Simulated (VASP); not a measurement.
Given:

```
CELL_PARAMETERS angstrom
      4.26249     0.00000     0.00000
      0.00000     4.26249     0.00000
      0.00000     0.00000     4.26249
ATOMIC_POSITIONS crystal
  Ba 0.00000 0.00000 0.00000
  Zr 0.50000 0.50000 0.50000
  O  0.50000 0.00000 0.50000
  O  0.00000 0.50000 0.50000
  O  0.50000 0.50000 0.00000
```

These are TPSS meta-GGA, VASP's PBE PAW potentials (set 64) (plane waves; VASP) values and carry that method's errors. Settings: 520 eV cut-off, 5×5×5 Γ-centred mesh, Gaussian smearing of 0.050 eV, potentials Ba_sv Zr_sv O.

Q: Give the stress tensor in GPa (positive for a compressed cell).

A: 
```
-4.34   0.00   0.00
 0.00  -4.34   0.00
 0.00   0.00  -4.34
```
The pressure is its mean diagonal, -4.34 GPa.

The compound is BaZrO3 in the cubic perovskite structure. This cell is one point of a volume scan, at 1.03 of the reference volume.
